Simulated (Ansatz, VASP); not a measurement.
## Cross-check of Ti (Titanium) between VASP and Ansatz

One calculation is typed for both programs; each brings its own data sets. How far apart do they land? Of the first pair: The structure shown is the end of the Ansatz relaxation below.

Method: plane waves, with VASP 6.6.1 beside it; single point at PBEsol and zone-centre phonons at PBEsol, in Ansatz 0.2.0.

### 1. Starting point

The structure is hexagonal, space group P6_3/mmc (No. 194). Conventional cell: a = 2.937 Å, b = 2.937 Å, c = 4.405 Å, α = 90.00°, β = 90.00°, γ = 120.00°. Nearest to Ti lie 12 Ti at 2.78 to 2.94 Å.

### 2. Ansatz: relaxation, PBEsol

Ansatz runs on its PAW soft_1 files.

This run makes the geometry at which the two programs are then compared.

input.yaml reads:

```yaml
crystal:
  lattice:
    - [2.9275270973, 0.0, 0.0]
    - [-1.4637635486, 2.5353128365, 0.0]
    - [0.0, 0.0, 4.4051907902]
  atoms:
    - { symbol: Ti, position: [0.3333333838, 0.6666666162, 0.25] }
    - { symbol: Ti, position: [0.6666666162, 0.3333333838, 0.75] }
kpoints:
  mp_grid: { grid: [18, 18, 12] }
hamiltonian:
  xc: pbesol
  pseudopotentials: { kind: paw, azcp: { folder: soft_1 }, xc_functional: pbe }
scf:
  occupations: { method: methfessel_paxton, width: 0.2 }
output:
  forces: true
  stress: true
  eigenvalues: true
relax:
  adjacent_minimum: "off"
  f_tol: 0.001
  max_steps: 60
  cell: { stress_tol: 0.01, fix: [c, angles] }
```

The run is started by

```console
$ ansatz run input.yaml --threads 4 --pin off --max-ram 10240MiB --backend cpu --events-out ev --progress --plain --runs-dir out
```

Numbers of over 12 decimals in the logs are rounded to 6 here.

The log of the run:

```text
Warning: crystal.symmetry: narrowed to the stabiliser of the fixed cell quantities (relax.cell.fix) — unitary ops 24 → 8. The narrowing is safe, since a smaller group never makes results wrong: the run goes on under it, on as many k-points as the starting group would need, or more. Excluded: 16 operations that would move a fixed cell quantity at a test strain (relax.cell.fix fixes c, alpha, beta, gamma). The cell can leave their symmetry as it relaxes.
Engine: ansatz 0.2.0, aarch64-unknown-linux-gnu
Pseudopotentials: kind: paw
Pseudopotential: Ti, paw, valence charge 12, recommended cutoff 420 eV (normal), soft_1/Ti.paw.azcp
Functional definition: PBEsol
  exchange = pbesol_x
  correlation = pbesol_c
Crystal: 2 atoms, lattice volume = 32.696 Å³
Basis set: ecut = 420 eV, 627 PW (Γ), exchange–correlation on 40×40×60 points (8 copies of the dense FFT grid, shifted against one another)
Bands: 16, of which v1, the nominal top of the filled ones, is band 12 counted from 1 (11 counted from 0)
Symmetry: 8 space group operations
k-points: 637 of 3888
Non-local potential: Ti, projectors of the file, l = 0: 3, l = 1: 2, l = 2: 3, l = 3: 1
PAW form: soft (Blöchl's): semilocal exchange-correlation on the pseudo side does not see the compensation charge
PAW frozen core: Ti, regenerated for the run's functional, and the local potential with it (the file was generated under x = pbe(κ = 0.804, μ = 0.219515), c = pbe(β = 0.066725))
PAW one-centre angular grid: Ti, 590 points (default); XC on 64 Gauss nodes
Initial density: superposition of atomic densities (chi_scale 0.1, normalization cell)
Initial wavefunctions: pseudopotential atomic-orbital guess
Functional: x = pbesol(κ = 0.804, μ = 0.123457), c = pbesol(β = 0.046)
SCF iter   1: F=—  HF=-4948.232120 eV  |F-HF|=—  |Δ(HF+E_count)|=         —  Δρ=6.41e-2  dr2=1.36e0  ethr=3.10e-3  ⟨swp⟩=3.0  Hψ=37767  notcnv=0
preconditioner: auto → none  [metal: Δε(μ)=0.004 eV  Ē_g=3.312 eV  σ=0.200 eV  W_gap=0.02  n_scr=8 (ndim 8)  ℏωp=18.4 eV  f_vac=0.000  D(μ)=1.52/eV (n_scr^D=22)  sad-step TF]
SCF iter   2: F=—  HF=-4947.885309 eV  |F-HF|=—  |Δ(HF+E_count)|=   3.47e-1  S|Δr|=    0.00e0  Δρ=3.20e-2  dr2=3.59e-1  ethr=3.10e-3  ⟨swp⟩=2.5  Hψ=20664  notcnv=0  defer=1
SCF iter   3: F=—  HF=-4947.771291 eV  |F-HF|=—  |Δ(HF+E_count)|=   1.14e-1  S|Δr|=    0.00e0  Δρ=1.92e-3  dr2=6.04e-4  ethr=1.50e-3  ⟨swp⟩=4.4  Hψ=69375  notcnv=0
automatic band count: the SCF goes on with 20 bands, as 16 were too few: the levels above may hold too much charge
SCF iter   4: F=—  HF=-4947.771424 eV  |F-HF|=—  |Δ(HF+E_count)|=   1.33e-4  S|Δr|=    0.00e0  Δρ=1.34e-4  dr2=2.22e-6  ethr=2.52e-6  ⟨swp⟩=2.3  Hψ=25130  notcnv=0
SCF iter   5: F=—  HF=-4947.771401 eV  |F-HF|=—  |Δ(HF+E_count)|=   2.30e-5  S|Δr|=    0.00e0  Δρ=6.15e-5  dr2=9.29e-7  ethr=4.17e-10  ⟨swp⟩=6.2  Hψ=55080  notcnv=0
SCF iter   6: F=-4947.771401 eV  HF=-4947.771401 eV  |F-HF|=7.59e-9  |Δ(HF+E_count)|=   3.48e-7  S|Δr|=    0.00e0  Δρ=7.38e-6  dr2=1.00e-8  ethr=4.17e-10  ⟨swp⟩=3.0  Hψ=50885  notcnv=0
SCF 1 converged in 6 iterations: F = -4947.771401 eV  dr2 = 1.00e-8
  greatest PAW one-centre occupation: 0.999 electrons in one spin orbital (limit 2), on the Ti atom at site 1 (counted from 0), in its partial waves of l = 0
relax step   1: F+E_penalty+E_count = -4947.77140055 eV  Δ(F+E_penalty+E_count) = +0.000e0 eV  max|allowed force component| = 4.373e-6 eV/Å  Δτ_max = 0.0000 Å  P = +2.942 GPa  Ω = 32.696 Å³  fix = [c, alpha, beta, gamma]  reactions: c +6.994 GPa; gamma -0.000 GPa/rad  (6 SCF iters, dr2 threshold 1.00e-7 eV, accepted)
[...]
relax step   3: F+E_penalty+E_count = -4947.77197090 eV  Δ(F+E_penalty+E_count) = -4.521e-4 eV  max|allowed force component| = 1.688e-6 eV/Å  Δτ_max = 0.0000 Å  P = +2.113 GPa  Ω = 32.913 Å³  energy of the carried Pulay correction = -4.026e-5 eV  fix = [c, alpha, beta, gamma]  reactions: c +6.354 GPa; gamma -0.000 GPa/rad  (3 SCF iters, dr2 threshold 2.00e-7 eV, accepted)
[...]
relax step   4: F+E_penalty+E_count = -4947.77200894 eV  Δ(F+E_penalty+E_count) = -3.804e-5 eV  max|allowed force component| = 1.665e-6 eV/Å  Δτ_max = 0.0000 Å  P = +2.110 GPa  Ω = 32.913 Å³  fix = [c, alpha, beta, gamma]  reactions: c +6.351 GPa; gamma -0.000 GPa/rad  stress off target by 1.08e-2 GPa on what of the cell is left free  SCF on the basis re-selected at this cell (its energy is not comparable with the rows above)  (5 SCF iters)
[...]
relax step   5: F+E_penalty+E_count = -4947.77200949 eV  Δ(F+E_penalty+E_count) = -5.487e-7 eV  max|allowed force component| = 8.160e-7 eV/Å  Δτ_max = 0.0000 Å  P = +2.119 GPa  Ω = 32.910 Å³  energy of the carried Pulay correction = +4.615e-7 eV  fix = [c, alpha, beta, gamma]  reactions: c +6.358 GPa; gamma -0.000 GPa/rad  (3 SCF iters, dr2 threshold 2.93e-10 eV, accepted)
[...]
relax step   6: F+E_penalty+E_count = -4947.77200910 eV  Δ(F+E_penalty+E_count) = +3.833e-7 eV  max|allowed force component| = 8.146e-7 eV/Å  Δτ_max = 0.0000 Å  P = +2.119 GPa  Ω = 32.910 Å³  fix = [c, alpha, beta, gamma]  reactions: c +6.358 GPa; gamma -0.000 GPa/rad  stress off target by 1.63e-4 GPa on what of the cell is left free  SCF on the basis re-selected at this cell (its energy is not comparable with the rows above)  (5 SCF iters)
basis re-selected at this cell: Δ(F+E_penalty+E_count) = +3.833e-7 eV, ΔP = -0.000 GPa vs the last step (what re-selecting the basis moved, of the pressure what is left beyond the Pulay correction that the steps carried, after the strain that the cell walked since its last selection, with what the two solves' SCF thresholds leave and, on support functions, any second-order correction that the steps lacked; it is no m [...]
SCF converged after 5 iterations
Stability not checked: this state was not tested for a lower state beside it, because cold or Methfessel-Paxton smearing, or corrected tetrahedra, fill the levels in a way that the test cannot read (fill_not_monotonic; see scf.lower_state_search)
Free energy (F): -4947.772009 eV
Harris-Foulkes:  -4947.772009 eV  (|F-HF|=0.00e0)
Internal energy: -4947.776829 eV  (E = F + TS)
E sigma→0 (E₀):  -4947.773214 eV
Entropy (-TS):   0.004820 eV (2.410 meV/atom)
Fermi energy:    14.053872 eV
Step filling:    the computed levels leave a gap of 0.0000 eV = 0.0 smearing widths at the electron count; against every level under it full and every level over it empty, smearing changes F+E_penalty+E_count by +2.359 meV and its σ→0 estimate by +1.153 meV
--- Per-component energies (eV) ---
  E_band       = -296.144218
  E_kinetic    = 564.556128
  E_local      = -1690.628228  (includes V_loc(G=0)·N_el)
  E_nonlocal   = 124.045416
  E_hartree    = 672.421489
  E_xc         = -231.183265
  E_vxc        = -290.883133  (∫ρ·V_xc dr)
  E_paw        = -2034.991613  (= ΣΔE_a)
  E_vpaw       = -348.077221  (= ΣTr[D̂ρ^β])
  E_aug_tail   = -0.000160  (compensation charges beyond the density's cutoff)
  E_ewald      = -2352.275365
  E_core_change = 0.278769  (= ΣΔE_core)
  E_smearing   = 0.004820  (= −TS)
  E_closure    = 0.000000  (closes the sum)
  Σ components = -4947.772009   (vs F -4947.772009, Δ=0.00e0)
--- Forces (eV/Å), atoms counted from 1 ---
  atom   1  Ti     0.00000081    -0.00000047    -0.00000000
  atom   2  Ti    -0.00000081     0.00000047     0.00000000
  max |Σ_I F_I| component: 0.00e0 eV/Å
--- Stress (GPa, compression-positive) ---
       -0.000168       0.000009       0.000000
        0.000009      -0.000158       0.000000
        0.000000       0.000000       6.358444
  P = ⅓ Tr σ = 2.1194 GPa (21.194 kbar)
--- Band table (eV; the first three rows and the last of 637) ---
  k-point 0: bands = [... 8 lower, 7.7331, 11.2062, 14.7503, 14.7503, 15.3220, 15.3997, 15.3997, 15.4588, ... 4 higher]
  k-point 1: bands = [... 8 lower, 7.7999, 11.1951, 14.6868, 14.6868, 15.2817, 15.3486, 15.3486, 15.3636, ... 4 higher]
  k-point 2: bands = [... 8 lower, 7.9972, 11.1452, 14.5726, 14.5726, 15.0090, 15.1648, 15.2134, 15.2134, ... 4 higher]
  k-point 636: bands = [... 8 lower, 11.3439, 11.3439, 13.2625, 13.2625, 15.4723, 15.4723, 15.6969, 15.6969, ... 4 higher]
--- Relaxed structure (4 steps of the walk, 4 accepted, 2 SCFs on fresh bases) ---
  F+E_penalty+E_count = -4947.77200910 eV   max|allowed force component| = 8.146e-7 eV/Å   (the final SCF, on the basis selected at the relaxed cell)
  cell:  # Å, volume = 32.9104 Å³
    - [2.937102, -2.8961907896203395e-11, 0]
    - [-1.468551, 2.543605, 0]
    - [0, 0, 4.4051907902]
  atoms:
    - { symbol: Ti, position: [0.333333, 0.666667, 0.250000] }
    - { symbol: Ti, position: [0.666667, 0.333333, 0.750000] }
```

### 3. VASP: single point, PBEsol

The same cell, functional, mesh and smearing now go to VASP, with its own data sets.

Lines of VASP's logs that name or quote its potential files are left out, and so is its time.

INCAR reads:

```
SYSTEM = Ti
PREC = Accurate
ENCUT = 500
EDIFF = 1E-06
NELM = 120
ISMEAR = 1
SIGMA = 0.2
LREAL = .FALSE.
ALGO = Normal
GGA = PS
NBANDS = 18
LASPH = .TRUE.
LORBIT = 11
LWAVE = .FALSE.
LCHARG = .FALSE.
ISIF = 2
GGA_COMPAT = .FALSE.
KPAR = 2
```

POSCAR reads:

```
Ti
1.0
    2.9371020651      0.0000000000      0.0000000000
   -1.4685510325      2.5436050019      0.0000000000
    0.0000000000      0.0000000000      4.4051907902
Ti
2
Direct
    0.3333335131      0.6666668465      0.2500000000
    0.6666668465      0.3333335131      0.7500000000
```

KPOINTS reads:

```
Automatic mesh
0
Gamma
18 18 12
0 0 0
```

The projector-augmented-wave data sets are Ti_sv (PBE family, release 64).

The run is started by

```console
$ mpirun -np 2 vasp_std
```

The log of the run:

```text
[banner, memory and clock lines left out]
running    2 mpi-ranks, on    1 nodes
 distrk:  each k-point on    1 cores,    2 groups
 distr:  one band on    1 cores,    1 groups

 POSCAR found type information on POSCAR Ti
 POSCAR found :  1 types and       2 ions
|                                                                             |
|               ----> ADVICE to this user running VASP <----                  |
|                                                                             |
|     You enforced a specific xc type in the INCAR file but a different       |
|     [... a line on the potential file left out ...]
|     I HOPE YOU KNOW WHAT YOU ARE DOING!                                     |
|                                                                             |

 LDA part: xc-table for (Slater+PW92), standard interpolation
 POSCAR, INCAR and KPOINTS ok, starting setup
 FFT: planning ... GRIDC
 FFT: planning ... GRID_SOFT
 FFT: planning ... GRID
 WAVECAR not read
 entering main loop
       N       E                     dE             d eps       ncg     rms          rms(c)
DAV:   1     0.253450383086E+03    0.25345E+03   -0.12968E+04  9348   0.164E+03
DAV:   2     0.107454404632E+02   -0.24270E+03   -0.23945E+03  9540   0.451E+02
DAV:   3    -0.176924888044E+02   -0.28438E+02   -0.28103E+02 17584   0.127E+02
DAV:   4    -0.187792086695E+02   -0.10867E+01   -0.10860E+01 10734   0.262E+01
DAV:   5    -0.188322575078E+02   -0.53049E-01   -0.53038E-01 14428   0.408E+00    0.131E+01
DAV:   6    -0.166531389479E+02    0.21791E+01   -0.78286E+00 10982   0.296E+01    0.333E+00
DAV:   7    -0.166297005881E+02    0.23438E-01   -0.88076E-01 14194   0.719E+00    0.212E+00
DAV:   8    -0.166610432978E+02   -0.31343E-01   -0.24849E-01 10872   0.604E+00    0.808E-01
DAV:   9    -0.166505945080E+02    0.10449E-01   -0.58211E-02 11002   0.261E+00    0.743E-02
DAV:  10    -0.166510220019E+02   -0.42749E-03   -0.32352E-03 13590   0.391E-01    0.100E-01
DAV:  11    -0.166510766016E+02   -0.54600E-04   -0.27374E-04 11244   0.127E-01    0.370E-02
DAV:  12    -0.166510676324E+02    0.89692E-05   -0.37197E-05 11952   0.572E-02    0.800E-03
DAV:  13    -0.166510676228E+02    0.95843E-08   -0.22281E-06  9548   0.133E-02
   1 F= -.16651068E+02 E0= -.16652673E+02  d E =0.481671E-02
```

Parts of OUTCAR (step 3):

```text
ion  position               nearest neighbor table
   1  0.333  0.667  0.250-   2 2.78   2 2.78   2 2.78   2 2.78   2 2.78   2 2.78
   2  0.667  0.333  0.750-   1 2.78   1 2.78   1 2.78   1 2.78   1 2.78   1 2.78

  LATTYP: Found a hexagonal cell.
 ALAT       =     2.9371020651
 C/A-ratio  =     1.4998425974

 Subroutine GETGRP returns: Found 24 space group operations
 (whereof 12 operations were pure point group operations)

The static configuration has the point symmetry D_3d.
 The point group associated with its full space group is D_6h.

 Found    259 irreducible k-points:

   k-points           NKPTS =    259   k-points in BZ     NKDIM =    259   number of bands    NBANDS=     18

   dimension x,y,z NGX =    24 NGY =   24 NGZ =   32
   dimension x,y,z NGXF=    48 NGYF=   48 NGZF=   64

   ENCUT  =  500.0 eV  36.75 Ry    6.06 a.u.   5.36  5.36  8.03*2*pi/ulx,y,z

   NELECT =      24.0000    total number of electrons

 k-points in reciprocal lattice and weights: Automatic mesh
   0.00000000  0.00000000  0.00000000       0.000
   0.05555556 -0.00000000  0.00000000       0.002
   0.11111111 -0.00000000  0.00000000       0.002
   0.16666667 -0.00000000  0.00000000       0.002
   0.22222222 -0.00000000  0.00000000       0.002
   0.27777778 -0.00000000  0.00000000       0.002
   0.33333333  0.00000000  0.00000000       0.002
   0.38888889  0.00000000  0.00000000       0.002
   0.44444444 -0.00000000  0.00000000       0.002
[...]
0.33333333  0.27777778  0.50000000       0.003
   0.33333333  0.33333333  0.50000000       0.001

 average (electrostatic) potential at core
       1 -71.6159       2 -71.6159

 E-fermi :   8.8156

 k-point     1 :       0.0000    0.0000    0.0000
  band No.  band energies     occupation
    ...
      6     -23.6500      2.00000
      7     -23.6500      2.00000
      8     -23.6405      2.00000
      9       2.4606      2.00000
     10       5.9647      2.00000
     11       9.5096     -0.00001
     12       9.5096     -0.00001
     13      10.0759     -0.00000
     14      10.1557     -0.00000
     15      10.1557     -0.00000
    ...

 k-point     2 :       0.0556   -0.0000    0.0000
  band No.  band energies     occupation
    ...
      6     -23.6652      2.00000
      7     -23.6512      2.00000
      8     -23.6450      2.00000
      9       2.5492      2.00000
     10       6.0303      2.00000
     11       9.3544     -0.00093
     12       9.5731     -0.00000
     13       9.9733     -0.00000
     14      10.1122     -0.00000
     15      10.1592     -0.00000
    ...

 k-point     3 :       0.1111   -0.0000    0.0000
  band No.  band energies     occupation
    ...
      6     -23.7087      2.00000
      7     -23.6585      2.00000
      8     -23.6551      2.00000
      9       2.8095      2.00000
     10       6.2149      2.00000
     11       9.0368     -0.06583
     12       9.3963     -0.00032
     13       9.7601     -0.00000
     14       9.9983     -0.00000
     15      10.0172     -0.00000
    ...

  Total       -0.0601851     -0.0601851      1.2369363     -0.0000000     -0.0000000      0.0000000
  in kB       -2.9299907     -2.9299907     60.2177470     -0.0000000     -0.0000000      0.0000000
  external PRESSURE =      18.1192552 kB  Pullay stress =       0.0000000 kB

  energy-cutoff  :      500.00
  volume of cell :       32.91
      direct lattice vectors                 reciprocal lattice vectors
     2.937102065  0.000000000  0.000000000     0.340471655  0.196571401  0.000000000
    -1.468551032  2.543605002  0.000000000     0.000000000  0.393142803  0.000000000
     0.000000000  0.000000000  4.405190790     0.000000000  0.000000000  0.227004924

 POSITION                                       TOTAL-FORCE (eV/Angst)
 -----------------------------------------------------------------------------------
      0.00000      1.69574      1.10130         0.000000      0.000000      0.000000
      1.46855      0.84787      3.30389        -0.000000     -0.000000      0.000000
 -----------------------------------------------------------------------------------
    total drift:                               -0.000511     -0.000885      0.000001

  FREE ENERGIE OF THE ION-ELECTRON SYSTEM (eV)
  ---------------------------------------------------
  free  energy   TOTEN  =       -16.6510676228 eV

  energy  without entropy=      -16.6558843330  energy(sigma->0) =      -16.65267319

 total charge
# of ion       s       p       d       tot
------------------------------------------
    1        2.264   6.132   1.927  10.323
    2        2.264   6.132   1.927  10.323
--------------------------------------------------
tot          4.527  12.265   3.854  20.646

[... 3 further parts left out ...]
```

The run ends at a pressure of 1.81 GPa.

### 4. Side by side

Known differences besides the potentials themselves: the cutoff is 420 eV in Ansatz and 500 eV in VASP; Ansatz makes its cores anew for this functional, VASP keeps those of its PBE data sets; Ansatz's pressure holds a Pulay correction, VASP's none. Total energies have different zeros and are not compared.

Compared:

| quantity | Ansatz | VASP | difference |
| --- | --- | --- | --- |
| pressure (GPa) | 2.12 | 1.81 | +0.31 |

(Part 1 of 2 ends here.)

[Lines on the potential files, build, host, timing and source positions are cut from VASP's logs without a mark.]

[Logs are printed without paths, hosts, clocks, repeated set-up lines and the standing remarks that a program may print on its own settings, such as how far it seeks lower states.]

[Hosts, paths, dates, database ids (printed as entryN), source tags and the programs' standing remarks are cut or masked in the printed files.]
